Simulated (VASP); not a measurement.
Cu, 1 atom in the cell. The structure is cubic, space group Fm-3m (No. 225). Conventional cell: a = 3.525 Å, b = 3.525 Å, c = 3.525 Å, α = 90.00°, β = 90.00°, γ = 90.00°. Cu (site symmetry m-3m) has 12 Cu at 2.49 Å as nearest neighbours. 

| Property | Result |
| --- | --- |
| Program | VASP 6.6.1 |
| Task | relaxation of cell and atoms |
| Functional | LDA |
| Potentials or basis | VASP PAW LDA potentials, release 64 (Cu) |
| Cutoff | 600 eV |
| k mesh | 18 × 18 × 18 |
| Occupations | methfessel-paxton, width 0.1 eV |
| Spin | no spin polarisation |
| Further INCAR settings | ALGO = Normal; EDIFF = 1e-07; IBRION = 2; EDIFFG = -0.005; NSW = 90; ISIF = 3 |

Potentials or basis: VASP PAW LDA potentials, release 64 (Cu).

The run is started by

```sh
$ cat potpaw_LDA.64/Cu/POTCAR > POTCAR
$ mpirun -np 1 vasp_std > vasp.out
```

Hardware: 1 thread of Intel(R) Xeon(R) Platinum 8488C (Sapphire Rapids) (shared host).

**Question.** Estimate the wall time of this run.

**Answer.** Wall time 16 s on 1 thread of Intel(R) Xeon(R) Platinum 8488C (Sapphire Rapids) (shared host), peak memory 0.13 GiB. Counts: scf iterations 12, k points 195, ion steps 1.
